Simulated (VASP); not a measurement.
OSZICAR of a VASP run on HfO2 (fluorite):

### OSZICAR
```
       N       E                     dE             d eps       ncg     rms          rms(c)
DAV:   1     0.106534249232E+03    0.10653E+03   -0.13924E+04  1770   0.161E+03
DAV:   2    -0.327299043923E+02   -0.13926E+03   -0.13625E+03  2303   0.333E+02
DAV:   3    -0.368230667170E+02   -0.40932E+01   -0.40899E+01  2330   0.563E+01
DAV:   4    -0.368457624300E+02   -0.22696E-01   -0.22694E-01  2246   0.456E+00
DAV:   5    -0.368459616333E+02   -0.19920E-03   -0.19920E-03  2309   0.385E-01    0.463E+01
DAV:   6    -0.317305923651E+02    0.51154E+01   -0.27985E+01  2008   0.363E+01    0.416E+01
DAV:   7    -0.315835199129E+02    0.14707E+00   -0.81622E-01  2113   0.842E+00    0.280E+01
DAV:   8    -0.315390401434E+02    0.44480E-01   -0.26850E-01  2232   0.528E+00    0.562E+00
DAV:   9    -0.315261987552E+02    0.12841E-01   -0.44876E-02  2113   0.200E+00    0.181E+00
DAV:  10    -0.315260165161E+02    0.18224E-03   -0.40572E-03  2532   0.492E-01    0.286E-01
DAV:  11    -0.315259916846E+02    0.24832E-04   -0.22756E-04  2043   0.125E-01    0.189E-01
DAV:  12    -0.315259952453E+02   -0.35607E-05   -0.26534E-05  2417   0.409E-02    0.332E-02
DAV:  13    -0.315259955485E+02   -0.30326E-06   -0.16814E-06  2337   0.968E-03    0.128E-02
DAV:  14    -0.315259956034E+02   -0.54846E-07   -0.31041E-07  2046   0.425E-03
   1 F= -.31525996E+02 E0= -.31525996E+02  d E =-.252879E-22
```

Question: Which electronic solver shows in the log?

Answer: It is blocked Davidson (ALGO = Normal, or the opening steps of other solvers). The INCAR had ALGO = Normal.

Question: Can the final energy be trusted as converged?

Answer: The run converged. It stopped with EDIFF = 1E-7, NELM = 100 (PBEsol GGA, plane waves, VASP's PBE PAW potentials (set 64)).

The compound is HfO2 in the fluorite structure, the high-temperature cubic form, which is unstable at 0 K; the monoclinic form is the stable one. This cell was strained or had an atom moved on purpose.
